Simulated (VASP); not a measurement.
These are HSE06 screened hybrid, VASP's PBE PAW potentials (set 64) (plane waves; VASP 6.6.1) values and carry that method's errors.

VASP ran on this input.

### KPOINTS_OPT
```
named points and PBE's band edges
8
Reciprocal
  0.000000   0.000000   0.000000 1 ! GAMMA
  0.000000   0.000000   0.500000 1 ! A
  0.333330   0.333330   0.000000 1 ! K
  0.333330   0.333330   0.500000 1 ! H
  0.500000   0.000000   0.000000 1 ! M
  0.500000   0.000000   0.500000 1 ! L
  0.055560   0.000000   0.500000 1 ! near an edge
  0.444440   0.000000   0.000000 1 ! near an edge
```

### POSCAR
```
Al3Ni2
1
    2.0182943719    -3.4957888682     0.0000000000
    2.0182943719     3.4957888682     0.0000000000
    0.0000000000     0.0000000000     4.9181079537
Al Ni
3 2
Direct
  1.0000000000   0.0000000000   0.0000000000
  0.3333330000   0.6666670000   0.6474911796
  0.6666670000   0.3333330000   0.3525088204
  0.3333330000   0.6666670000   0.1467833501
  0.6666670000   0.3333330000   0.8532166499
```

**INCAR**
```
! general
SYSTEM   = Al3Ni2
PREC     = Accurate
ENCUT    = 400
LREAL    = .False.   ! projection in real space or not
LASPH    = .True.
ISYM     = 3

! electronic loop
EDIFF    = 1E-6
NELM     = 60   ! most electronic steps
ALGO     = Normal
LMAXMIX  = 4

! smearing
ISMEAR   = 0   ! Gaussian
SIGMA    = 0.05

! functional
GGA      = PE   ! PBE
LHFCALC  = .True.
AEXX     = 0.25
HFSCREEN = 0.2   ! 1/Angstrom
PRECFOCK = Fast

! ions
ISIF     = 2   ! forces and stress, cell fixed

! output
LWAVE    = .False.
LCHARG   = .False.
```

KPOINTS:
```
K-points
0
Gamma
 6 6 4
0 0 0
```

POTCAR, in this order: Al Ni (PBE.64 set). Program: vasp_std. Read from the step before: WAVECAR.

The resulting files:

### OSZICAR
```
       N       E                     dE             d eps       ncg     rms          rms(c)
DAV:   1    -0.287596115411E+02   -0.28760E+02   -0.24824E+00  1310   0.249E+01    0.155E+01
DAV:   2    -0.286756231230E+02    0.83988E-01   -0.48310E+00   952   0.450E+01    0.925E+00
DAV:   3    -0.285889382857E+02    0.86685E-01   -0.31643E+00   896   0.388E+01    0.649E+00
DAV:   4    -0.285295855429E+02    0.59353E-01   -0.15918E+00   898   0.281E+01    0.378E+00
DAV:   5    -0.285100986064E+02    0.19487E-01   -0.68367E-01   898   0.185E+01    0.282E+00
DAV:   6    -0.285011359275E+02    0.89627E-02   -0.26838E-01   898   0.117E+01    0.164E+00
DAV:   7    -0.284983299770E+02    0.28060E-02   -0.10267E-01   900   0.721E+00    0.135E+00
DAV:   8    -0.284972325819E+02    0.10974E-02   -0.36523E-02   906   0.431E+00    0.812E-01
DAV:   9    -0.284968794548E+02    0.35313E-03   -0.13438E-02   908   0.261E+00    0.685E-01
DAV:  10    -0.284967512243E+02    0.12823E-03   -0.46227E-03   908   0.153E+00    0.417E-01
DAV:  11    -0.284967101276E+02    0.41097E-04   -0.16567E-03   916   0.911E-01    0.336E-01
DAV:  12    -0.284966957106E+02    0.14417E-04   -0.56560E-04   918   0.534E-01    0.204E-01
DAV:  13    -0.284966911001E+02    0.46105E-05   -0.19849E-04   928   0.314E-01    0.153E-01
DAV:  14    -0.284966895799E+02    0.15202E-05   -0.68041E-05   928   0.185E-01    0.919E-02
DAV:  15    -0.284966891187E+02    0.46122E-06   -0.23657E-05   928   0.108E-01    0.650E-02
DAV:  16    -0.284966889951E+02    0.12361E-06   -0.81868E-06   882   0.638E-02
   1 F= -.28496689E+02 E0= -.28495633E+02  d E =-.211229E-02
       N       E                     dE             ncg
```

OUTCAR:
```
------------------------ aborting loop because EDIFF is reached ----------------------------------------
  FORCE on cell =-STRESS in cart. coord.  units (eV):
  Direction    XX          YY          ZZ          XY          YZ          ZX
  --------------------------------------------------------------------------------------
  Total       -1.2943427     -1.2943431     -2.5577159      0.0000000      0.0000000     -0.0000000
  in kB      -29.8814802    -29.8814883    -59.0479921      0.0000000      0.0000000     -0.0000000
  external PRESSURE =     -39.6036535 kB  Pullay stress =       0.0000000 kB
  volume of cell :       69.40
      direct lattice vectors                 reciprocal lattice vectors
     2.018294372 -3.495788868  0.000000000     0.247733932 -0.143029233  0.000000000
     2.018294372  3.495788868  0.000000000     0.247733932  0.143029233  0.000000000
     0.000000000  0.000000000  4.918107954     0.000000000  0.000000000  0.203330226
 POSITION                                       TOTAL-FORCE (eV/Angst)
 -----------------------------------------------------------------------------------
      0.00000      0.00000      0.00000         0.000000     -0.000000      0.000000
      2.01829      1.16527      3.18443         0.000000     -0.000000      0.121541
      2.01829     -1.16527      1.73368         0.000000     -0.000000     -0.121541
      2.01829      1.16527      0.72190        -0.000000      0.000000     -0.074322
      2.01829     -1.16527      4.19621        -0.000000     -0.000000      0.074322
 -----------------------------------------------------------------------------------
    total drift:                               -0.000016     -0.000007     -0.000179
  FREE ENERGIE OF THE ION-ELECTRON SYSTEM (eV)
  ---------------------------------------------------
  free  energy   TOTEN  =       -28.4966889951 eV

  energy  without entropy=      -28.4945767050  energy(sigma->0) =      -28.49563285

  exchange ACFDT corr.  =         0.00000000  see jH, gK, PRB 81, 115126
```
(Selected blocks of OUTCAR.)

File OUTCAR:
```
 val. band max:        7.9183818052   @ k =   0.1667   0.1667   0.5000

 cond. band min:       8.2892787127   @ k =   0.1667   0.1667   0.2500


 Fermi energy:         8.2623194249

 k-point     1 :       0.0000    0.0000    0.0000
  band No.  band energies     occupation
      1      -3.6170      2.00000
      2       2.0578      2.00000
      3       2.5337      2.00000
      4       3.6398      2.00000
      5       3.6398      2.00000
      6       4.2903      2.00000
      7       4.2903      2.00000
      8       5.1572      2.00000
      9       5.1572      2.00000
     10       5.6934      2.00000
     11       5.6934      2.00000
     12       6.0062      2.00000
     13       6.2776      2.00000
     14       9.5637      0.00000
     15       9.5637      0.00000
     16      11.6857      0.00000
     17      11.6857      0.00000
     18      13.0139      0.00000

 k-point     2 :       0.1667    0.0000    0.0000
  band No.  band energies     occupation
      1      -3.2351      2.00000
      2       2.2483      2.00000
      3       2.5710      2.00000
      4       3.5845      2.00000
      5       3.7993      2.00000
      6       4.1532      2.00000
      7       4.3593      2.00000
      8       5.0202      2.00000
      9       5.1027      2.00000
     10       5.4893      2.00000
     11       5.6641      2.00000
     12       6.0439      2.00000
     13       6.3681      2.00000
     14       7.6040      2.00000
     15       8.3452      0.01903
     16      11.1283      0.00000
     17      13.1970      0.00000
     18      13.2987      0.00000

 k-point     3 :       0.3333   -0.0000    0.0000
  band No.  band energies     occupation
      1      -2.1130      2.00000
      2       1.7609      2.00000
      3       2.5284      2.00000
      4       3.4549      2.00000
      5       4.1465      2.00000
      6       4.2245      2.00000
      7       4.5068      2.00000
      8       4.8133      2.00000
      9       5.0607      2.00000
...
```

The compound is Al3Ni2 in the sg164 structure. It was relaxed first. The k-mesh is coarse (spacing up to 0.32 per Å, 2π included), so the numbers may not be converged in it. The run is not spin-polarised, so no magnetic state was tried. The electron count is odd and the run is not spin-polarised, which forces a metal.
